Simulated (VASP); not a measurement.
Consider the following.

```
CELL_PARAMETERS angstrom
      1.35890    -2.35368     0.00000
      1.35890     2.35368     0.00000
      0.00000     0.00000     4.35364
ATOMIC_POSITIONS crystal
  Tc 0.33333 0.66667 0.25000
  Tc 0.66667 0.33333 0.75000
```

These are PBEsol GGA, VASP's PBE PAW potentials (set 64) (plane waves; VASP) values and carry that method's errors. Numerical set-up: 400 eV cut-off, Gaussian smearing of 0.050 eV, potentials Tc_pv.

**Question.** Give the energies of bands 7 to 16 at the high-symmetry points, in eV from the Fermi level.

**Answer.** 
| band | Γ | M | K | A | L | H |
|---|---|---|---|---|---|---|
| 7 | -7.47 | -5.56 | -4.95 | -5.51 | -5.49 | -3.97 |
| 8 | -5.60 | -4.89 | -3.47 | -5.51 | -5.49 | -3.97 |
| 9 | -1.60 | -4.73 | -3.47 | -1.92 | -3.82 | -3.39 |
| 10 | -1.60 | -1.97 | -2.98 | -1.92 | -3.82 | -3.39 |
| 11 | -1.51 | -1.15 | -1.93 | -1.74 | 0.15 | -1.80 |
| 12 | -0.85 | -0.93 | -1.93 | -1.74 | 0.15 | -1.80 |
| 13 | -0.85 | -0.49 | -0.02 | -1.74 | 1.50 | -0.09 |
| 14 | -0.12 | 3.09 | 2.44 | -1.74 | 1.50 | -0.09 |
| 15 | -0.12 | 3.51 | 2.44 | 1.97 | 3.36 | 2.74 |
| 16 | 1.76 | 3.54 | 2.87 | 1.97 | 3.36 | 2.74 |

It has no gap at this level: it comes out as a metal or semimetal.

The compound is Tc in the hcp structure. It was relaxed first.
